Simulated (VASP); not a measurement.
Consider the following.

```xyz
2
Lattice="2.7885 0.0000 0.0000 0.0000 2.7885 0.0000 0.0000 0.0000 2.7885" Properties=species:S:1:pos:R:3 pbc="T T T"
Ti     0.0000     0.0000     0.0000
B      1.3943     1.3943     1.3943
```

Level of theory: PBE GGA, VASP's PBE PAW potentials (set 64) (plane waves; VASP 6.6.1). Settings: 520 eV cut-off, 15×15×15 Γ-centred mesh, tetrahedra with Blöchl corrections, potentials Ti_sv B.

Question: Tabulate the total density of states (states/eV per cell) against energy (eV; zero at the valence-band maximum or, without a gap, the Fermi level).

Answer: 
(E (eV), DOS (states/eV)): (-9.88, 0.17); (-9.65, 0.20); (-9.42, 0.23); (-9.19, 0.26); (-8.96, 0.29); (-8.72, 0.32); (-8.49, 0.36); (-8.26, 0.42); (-8.03, 0.49); (-7.80, 0.59); (-7.68, 0.65); (-7.45, 1.09); (-7.22, 1.30); (-6.99, 0.77); (-6.75, 0.47); (-6.52, 0.31); (-6.29, 0.22); (-6.06, 0.15); (-5.83, 0.19); (-5.59, 0.20); (-5.36, 0.21); (-5.13, 0.25); (-4.90, 0.29); (-4.67, 0.49); (-4.43, 0.75); (-4.20, 1.10); (-3.97, 1.37); (-3.74, 1.43); (-3.51, 1.35); (-3.27, 1.00); (-3.16, 0.91); (-2.93, 0.94); (-2.69, 1.08); (-2.46, 1.03); (-2.23, 1.06); (-2.00, 1.05); (-1.77, 1.03); (-1.54, 0.95); (-1.30, 0.62); (-1.07, 0.44); (-0.84, 0.29); (-0.61, 0.28); (-0.38, 1.07); (-0.14, 2.45); (0.09, 3.36); (0.32, 2.35); (0.55, 2.30); (0.78, 1.58); (1.01, 1.03); (1.25, 1.04); (1.36, 1.16); (1.59, 1.32); (1.83, 2.77); (2.06, 1.74); (2.29, 1.22); (2.52, 1.01); (2.75, 0.85); (2.99, 1.05); (3.22, 1.12); (3.45, 1.16)
Within 2 eV below the Fermi level the largest weight inside VASP's projection spheres is Ti d.

The structure was generated: TiB was put into the CsCl type type (Pm-3m), which need not be its known phase. It was relaxed first, which changed the volume by -32 %. The electron count is odd and the run is not spin-polarised, which forces a metal.
